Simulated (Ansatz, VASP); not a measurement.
# Cross-check of Cu (Copper) between VASP and Ansatz

Wanted: the spread between two codes on one cell, functional and k mesh. The cell is a member of a volume series, scaled by 1.02 from a relaxed one, so a pressure remains.

Main program and level: Ansatz 0.2.0; plane waves, with VASP 6.6.1 beside it; single point at PBEsol.

## Step 1: Starting point

It takes space group Fm-3m (No. 225, cubic). The conventional cell has a = 3.588 Å, b = 3.588 Å, c = 3.588 Å, α = 90.00°, β = 90.00°, γ = 90.00°. Cu has 12 Cu at 2.54 Å nearest.

## Step 2: VASP: single point, PBEsol, volume scaled by 1.02

With cell and atoms fixed, the geometry can't cause a difference; cores, projectors, grids and the points listed under the comparison can.

Lines of VASP's logs that name or quote its potential files are left out, and so is its time.

The input asks for a relaxation, which ended at its first step since no free force or stress exceeded the threshold; so it serves as a single point.

The input, INCAR:

```
SYSTEM = Cu
PREC = Accurate
ENCUT = 400
EDIFF = 1E-08
NELM = 100
ISMEAR = 1
SIGMA = 0.15
LREAL = .FALSE.
ALGO = Normal
GGA = PS
NBANDS = 11
LASPH = .TRUE.
LORBIT = 11
LWAVE = .FALSE.
LCHARG = .FALSE.
KPAR = 12
IBRION = 2
NSW = 30
ISIF = 4
EDIFFG = -0.002
```

The input, POSCAR:

```
Cu
1.0
    0.0000000000      1.7938144852      1.7938144852
    1.7938144852      0.0000000000      1.7938144852
    1.7938144852      1.7938144852      0.0000000000
Cu
1
Direct
    0.0000000000      0.0000000000      0.0000000000
```

The input, KPOINTS:

```
Automatic mesh
0
Gamma
16 16 16
0 0 0
```

PAW data sets: Cu (PBE family, release 64).

Run with:

```sh
> mpirun -np 12 vasp_std
```

Numbers of over 12 decimals in the logs are rounded to 6 here.

The log of the run:

```text
[banner, memory and clock lines left out]
running   12 mpi-ranks, on    1 nodes
 distrk:  each k-point on    1 cores,   12 groups
 distr:  one band on    1 cores,    1 groups

 POSCAR found type information on POSCAR Cu
 POSCAR found :  1 types and       1 ions
|                                                                             |
|           W    W    AA    RRRRR   N    N  II  N    N   GGGG   !!!           |
|           W    W   A  A   R    R  NN   N  II  NN   N  G    G  !!!           |
|           W    W  A    A  R    R  N N  N  II  N N  N  G       !!!           |
|           W WW W  AAAAAA  RRRRR   N  N N  II  N  N N  G  GGG   !            |
|           WW  WW  A    A  R   R   N   NN  II  N   NN  G    G                |
|           W    W  A    A  R    R  N    N  II  N    N   GGGG   !!!           |
|                                                                             |
|     For optimal performance we recommend to set                             |
|       NCORE = 2 up to number-of-cores-per-socket                            |
|     NCORE specifies how many cores store one orbital (NPAR=cpu/NCORE).      |
|     This setting can greatly improve the performance of VASP for DFT.       |
|     The default, NCORE=1 might be grossly inefficient on modern             |
|     multi-core architectures or massively parallel machines. Do your        |
|     Unfortunately you need to use the default for GW and RPA                |
|     calculations (for HF NCORE is supported but not extensively tested      |
|     yet).                                                                   |
|                                                                             |

|                                                                             |
|               ----> ADVICE to this user running VASP <----                  |
|                                                                             |
|     You enforced a specific xc type in the INCAR file but a different       |
|     [... a line on the potential file left out ...]
|     I HOPE YOU KNOW WHAT YOU ARE DOING!                                     |
|                                                                             |

 LDA part: xc-table for (Slater+PW92), standard interpolation
 POSCAR, INCAR and KPOINTS ok, starting setup
 FFT: planning ... GRIDC
 FFT: planning ... GRID_SOFT
 FFT: planning ... GRID
 WAVECAR not read
 entering main loop
       N       E                     dE             d eps       ncg     rms          rms(c)
DAV:   1     0.344005641354E+02    0.34401E+02   -0.46460E+03  3537   0.139E+03
DAV:   2    -0.460492304237E+01   -0.39005E+02   -0.36298E+02  3253   0.182E+02
DAV:   3    -0.539113061364E+01   -0.78621E+00   -0.78325E+00  3643   0.330E+01
DAV:   4    -0.539590772721E+01   -0.47771E-02   -0.47766E-02  3586   0.219E+00
DAV:   5    -0.539595664633E+01   -0.48919E-04   -0.48918E-04  3624   0.221E-01    0.839E+00
DAV:   6    -0.475640246747E+01    0.63955E+00   -0.18091E+01  3704   0.853E+01    0.427E+00
DAV:   7    -0.432171257551E+01    0.43469E+00   -0.27710E+00  3678   0.332E+01    0.562E-01
DAV:   8    -0.430986793118E+01    0.11845E-01   -0.60771E-03  3676   0.136E+00    0.337E-01
DAV:   9    -0.430781562451E+01    0.20523E-02   -0.11927E-02  3746   0.197E+00    0.265E-02
DAV:  10    -0.430782022531E+01   -0.46008E-05   -0.46568E-05  4632   0.121E-01    0.623E-03
DAV:  11    -0.430782127672E+01   -0.10514E-05   -0.63731E-07  3775   0.154E-02    0.414E-04
DAV:  12    -0.430782126351E+01    0.13215E-07   -0.12454E-08  2438   0.197E-03    0.784E-05
DAV:  13    -0.430782129331E+01   -0.29804E-07   -0.14964E-09  1985   0.465E-04    0.678E-06
DAV:  14    -0.430782129560E+01   -0.22922E-08   -0.18967E-10  1796   0.188E-04
   1 F= -.43078213E+01 E0= -.43078270E+01  d E =-.430782E+01
 curvature:   0.00 expect dE= 0.000E+00 dE for cont linesearch  0.000E+00
 trial: gam= 0.00000 g(F)=  0.000E+00 g(S)=  0.127E-32 ort = 0.000E+00 (trialstep = 0.100E+01)
 search vector abs. value=  0.100E-09
 reached required accuracy - stopping structural energy minimisation
```

OUTCAR, selected parts (step 2):

```text
ion  position               nearest neighbor table
   1  0.000  0.000  0.000-

  LATTYP: Found a face centered cubic cell.
 ALAT       =     3.5876289704

 Subroutine GETGRP returns: Found 48 space group operations
 (whereof 48 operations were pure point group operations)

The static configuration has the point symmetry O_h .

 Found    145 irreducible k-points:

   k-points           NKPTS =    145   k-points in BZ     NKDIM =    145   number of bands    NBANDS=     11

   dimension x,y,z NGX =    18 NGY =   18 NGZ =   18
   dimension x,y,z NGXF=    36 NGYF=   36 NGZF=   36

   ENCUT  =  400.0 eV  29.40 Ry    5.42 a.u.   4.14  4.14  4.14*2*pi/ulx,y,z

   NELECT =      11.0000    total number of electrons

 k-points in reciprocal lattice and weights: Automatic mesh
   0.00000000  0.00000000  0.00000000       0.000
   0.06250000  0.00000000  0.00000000       0.002
   0.12500000  0.00000000  0.00000000       0.002
   0.18750000  0.00000000  0.00000000       0.002
   0.25000000  0.00000000  0.00000000       0.002
   0.31250000  0.00000000  0.00000000       0.002
   0.37500000  0.00000000  0.00000000       0.002
   0.43750000  0.00000000  0.00000000       0.002
   0.50000000  0.00000000  0.00000000       0.001
[...]
-0.31250000  0.50000000  0.18750000       0.003
  -0.25000000  0.50000000  0.25000000       0.001

 average (electrostatic) potential at core
       1 -63.3388

 E-fermi :   7.6366

 k-point     1 :       0.0000    0.0000    0.0000
  band No.  band energies     occupation
    ...
      2       4.5946      2.00000
      3       4.5946      2.00000
      4       4.5946      2.00000
      5       5.4566      2.00000
      6       5.4566      2.00000
      7      30.4509      0.00000
      8      33.2392      0.00000
      9      33.2392      0.00000
     10      33.2392      0.00000
     11      35.7374      0.00000

 k-point     2 :       0.0625    0.0000    0.0000
  band No.  band energies     occupation
    ...
      2       4.5625      2.00000
      3       4.6221      2.00000
      4       4.6221      2.00000
      5       5.4450      2.00000
      6       5.4450      2.00000
      7      29.6122      0.00000
      8      31.6828      0.00000
      9      32.7901      0.00000
     10      32.7901      0.00000
     11      36.3871      0.00000

 k-point     3 :       0.1250    0.0000    0.0000
  band No.  band energies     occupation
    ...
      2       4.4786      2.00000
      3       4.6913      2.00000
      4       4.6913      2.00000
      5       5.4253      2.00000
      6       5.4254      2.00000
      7      26.7088      0.00000
      8      31.1244      0.00000
      9      32.0259      0.00000
     10      32.0259      0.00000
     11      37.6316      0.00000

  Total       -0.2318679     -0.2318679     -0.2318679     -0.0000000      0.0000000     -0.0000000
  in kB      -32.1801926    -32.1801926    -32.1801926     -0.0000000      0.0000000     -0.0000000
  external PRESSURE =     -32.1801926 kB  Pullay stress =       0.0000000 kB

  energy-cutoff  :      400.00
  volume of cell :       11.54
      direct lattice vectors                 reciprocal lattice vectors
     0.000000000  1.793814485  1.793814485    -0.278735624  0.278735624  0.278735624
     1.793814485  0.000000000  1.793814485     0.278735624 -0.278735624  0.278735624
     1.793814485  1.793814485  0.000000000     0.278735624  0.278735624 -0.278735624

 POSITION                                       TOTAL-FORCE (eV/Angst)
 -----------------------------------------------------------------------------------
      0.00000      0.00000      0.00000         0.000000      0.000000      0.000000
 -----------------------------------------------------------------------------------
    total drift:                                0.000000     -0.000000      0.000000

  FREE ENERGIE OF THE ION-ELECTRON SYSTEM (eV)
  ---------------------------------------------------
  free  energy   TOTEN  =        -4.3078212956 eV

  energy  without entropy=       -4.3078382979  energy(sigma->0) =       -4.30782696

 reached required accuracy - stopping structural energy minimisation

 total charge
# of ion       s       p       d       tot
------------------------------------------
    1        0.459   0.402   9.169  10.029

[... 3 further parts left out ...]
```

CONTCAR:

```
Cu
   1.00000000000000
     0.0000000000000000    1.7938144852000000    1.7938144852000000
     1.7938144852000000    0.0000000000000000    1.7938144852000000
     1.7938144852000000    1.7938144852000000    0.0000000000000000
  Cu
     1
Direct
     0.0000000000000000    0.0000000000000000    0.0000000000000000
```

This run has no spin polarisation. Its electron count is odd, so without a moment it is a metal by construction.

## Step 3: Ansatz: single point, PBEsol, volume scaled by 1.02

Ansatz runs on its default PAW (the set named soft_2) files.

The same cell, functional, mesh and smearing now go to Ansatz, which takes its cutoff from its data sets.

The input, input.yaml:

```yaml
crystal:
  lattice:
    - [0.0, 1.79381449, 1.79381449]
    - [1.79381449, 0.0, 1.79381449]
    - [1.79381449, 1.79381449, 0.0]
  atoms:
    - { symbol: Cu, position: [0.0, 0.0, 0.0] }
hamiltonian:
  xc: pbesol
  pseudopotentials: { kind: paw }
kpoints:
  mp_grid: { grid: [16, 16, 16] }
scf:
  occupations: { method: methfessel_paxton, width: 0.15 }
  n_extra_bands: 4
output:
  forces: true
  stress: true
  eigenvalues: true
```

Run with:

```sh
> ansatz run input.yaml --threads 2 --pin off --max-ram 4608MiB --backend cpu --events-out ev --progress --plain --runs-dir out
```

The log of the run:

```text
scf.n_extra_bands = 4 over 10 filled bands (N_el = 19.0): the run solves 14 bands
Engine: ansatz 0.2.0, aarch64-unknown-linux-gnu
Pseudopotentials: kind: paw
Pseudopotential: Cu, paw, valence charge 19, recommended cutoff 420 eV (normal), Cu.paw.azcp
Functional definition: PBEsol
  exchange = pbesol_x
  correlation = pbesol_c
Crystal: 1 atoms, lattice volume = 11.544 Å³
Basis set: ecut = 420 eV, 229 PW (Γ), exchange–correlation on 36×36×36 points (8 copies of the dense FFT grid, shifted against one another)
Bands: 14, of which v1, the nominal top of the filled ones, is band 10 counted from 1 (9 counted from 0)
Symmetry: 48 space group operations
Space group: Fm-3m (ITA 225), of the structure as read, at distance tolerance 2.3e-5 Å
k-points: 145 of 4096
Non-local potential: Cu, projectors of the file, l = 0: 3, l = 1: 2, l = 2: 3, l = 3: 1
PAW form: soft (Blöchl's): semilocal exchange-correlation on the pseudo side does not see the compensation charge
PAW frozen core: Cu, regenerated for the run's functional, and the local potential with it (the file was generated under x = pbe(κ = 0.804, μ = 0.219515), c = pbe(β = 0.066725))
PAW one-centre angular grid: Cu, 590 points (default); XC on 64 Gauss nodes
Initial density: superposition of atomic densities (neutral atoms: chi_scale 0, normalization atom), corrected by the library's trained network
Initial wavefunctions: pseudopotential atomic-orbital guess
Functional: x = pbesol(κ = 0.804, μ = 0.123457), c = pbesol(β = 0.046)
SCF iter   1: F=—  HF=-6588.776169 eV  |F-HF|=—  |Δ(HF+E_count)|=         —  Δρ=2.01e-2  dr2=2.40e-2  ethr=1.77e-3  ⟨swp⟩=5.0  Hψ=10029  notcnv=0
preconditioner: auto → none  [metal: Δε(μ)=0.078 eV  Ē_g=17.196 eV  σ=0.150 eV  W_gap=0.40  n_scr=0 (ndim 8)  ℏωp=36.2 eV  f_vac=0.000  D(μ)=0.33/eV (n_scr^D=0)]
SCF iter   2: F=—  HF=-6588.770456 eV  |F-HF|=—  |Δ(HF+E_count)|=   5.71e-3  S|Δr|=    0.00e0  Δρ=8.30e-4  dr2=2.95e-5  ethr=1.26e-4  ⟨swp⟩=2.7  Hψ=4024  notcnv=0  defer=18
SCF iter   3: F=—  HF=-6588.770457 eV  |F-HF|=—  |Δ(HF+E_count)|=   7.84e-7  S|Δr|=    0.00e0  Δρ=9.22e-4  dr2=3.81e-5  ethr=1.55e-7  ⟨swp⟩=2.0  Hψ=3380  notcnv=0  defer=18
SCF iter   4: F=—  HF=-6588.770481 eV  |F-HF|=—  |Δ(HF+E_count)|=   2.36e-5  S|Δr|=    0.00e0  Δρ=6.38e-5  dr2=1.75e-7  ethr=1.55e-7  ⟨swp⟩=1.0  Hψ=1979  notcnv=0  defer=18
SCF iter   5: F=-6588.770480 eV  HF=-6588.770480 eV  |F-HF|=3.46e-11  |Δ(HF+E_count)|=   3.04e-7  S|Δr|=    0.00e0  Δρ=2.76e-6  dr2=4.02e-10  ethr=5.26e-10  ⟨swp⟩=5.7  Hψ=9056  notcnv=0
SCF 1 converged in 5 iterations: F = -6588.770480 eV  dr2 = 4.02e-10
  greatest PAW one-centre occupation: 1.000 electrons in one spin orbital (limit 2), on the Cu atom at site 0 (counted from 0), in its partial waves of l = 0
SCF converged after 5 iterations
Stability not checked: this state was not tested for a lower state beside it, because cold or Methfessel-Paxton smearing, or corrected tetrahedra, fill the levels in a way that the test cannot read (fill_not_monotonic; see scf.lower_state_search)
Free energy (F): -6588.770480 eV
Harris-Foulkes:  -6588.770480 eV  (|F-HF|=3.46e-11)
Internal energy: -6588.770559 eV  (E = F + TS)
E sigma→0 (E₀):  -6588.770500 eV
Entropy (-TS):   0.000079 eV (0.079 meV/atom)
Fermi energy:    17.040853 eV
--- Per-component energies (eV) ---
  E_band       = -352.907716
  E_kinetic    = 300.373080
  E_local      = -4007.528156  (includes V_loc(G=0)·N_el)
  E_nonlocal   = 391.299267
  E_hartree    = 1763.754714
  E_xc         = -89.204993
  E_vxc        = -115.627660  (∫ρ·V_xc dr)
  E_paw        = -1626.067676  (= ΣΔE_a)
  E_vpaw       = -448.935483  (= ΣTr[D̂ρ^β])
  E_aug_tail   = 0.000261  (compensation charges beyond the density's cutoff)
  E_ewald      = -3321.603259
  E_core_change = 0.206202  (= ΣΔE_core)
  E_smearing   = 0.000079  (= −TS)
  E_closure    = -0.000000  (closes the sum)
  Σ components = -6588.770480   (vs F -6588.770480, Δ=0.00e0)
--- Forces (eV/Å), atoms counted from 1 ---
  atom   1  Cu    -0.00000000     0.00000000     0.00000000
  max |Σ_I F_I| component: 6.57e-32 eV/Å
--- Stress (GPa, compression-positive) ---
       -3.107471       0.000000       0.000000
        0.000000      -3.107471      -0.000000
        0.000000      -0.000000      -3.107471
  P = ⅓ Tr σ = -3.1075 GPa (-31.075 kbar)
--- Band table (eV; the first three rows and the last of 145) ---
  k-point 0: bands = [... 6 lower, 14.0087, 14.0087, 14.8829, 14.8829, 39.8493, 42.5136, 42.5136, 42.5136]
  k-point 1: bands = [... 6 lower, 14.0370, 14.0370, 14.8716, 14.8716, 38.9821, 41.0012, 42.0636, 42.0636]
  k-point 2: bands = [... 6 lower, 14.1071, 14.1071, 14.8519, 14.8519, 36.0566, 40.4879, 41.3005, 41.3005]
  k-point 144: bands = [... 6 lower, 13.4627, 14.8349, 15.6278, 23.3171, 23.3171, 25.4793, 26.0011, 45.5393]
```

Run time: 1.5 s. Hardware: 2 threads of Arm Neoverse N1, shared host; peak memory 0.26 GiB; 2.5 s of CPU time.

The run ends at a pressure of -3.11 GPa.

## Step 4: Comparison

Known differences besides the potentials themselves: the data sets hold 19 valence electrons in Ansatz (default PAW (the set named soft_2) files) and 11 in VASP; the cutoff is 420 eV in Ansatz and 400 eV in VASP; Ansatz makes its cores anew for this functional, VASP keeps those of its PBE data sets. Total energies have different zeros and are not compared.

The two programs side by side:

```tsv
quantity	Ansatz	VASP	difference
pressure (GPa)	-3.11	-3.22	+0.11
pressure without Ansatz's Pulay correction (GPa)	-3.22	-3.22	0.00
```

Ansatz's pressure holds a Pulay correction of 0.12 GPa; VASP's holds none.

## Step 5: What came out

```json
{"difference in pressure (single point, PBEsol, volume scaled by 1.02)": "0.11 GPa"}
```

The difference in pressure is 0.11 GPa (single point, PBEsol, volume scaled by 1.02), within the 1 GPa picked in this series as the mark of a large difference. Such differences can come from data sets, numerical settings and the points named under the comparisons, not from the functional's error against experiment.

[Lines on the potential files, build, host, timing and source positions are cut from VASP's logs without a mark.]

[Logs are printed without paths, hosts, clocks, repeated set-up lines and the standing remarks that a program may print on its own settings, such as how far it seeks lower states.]

[Hosts, paths, dates, database ids (printed as entryN), source tags and the programs' standing remarks are cut or masked in the printed files.]
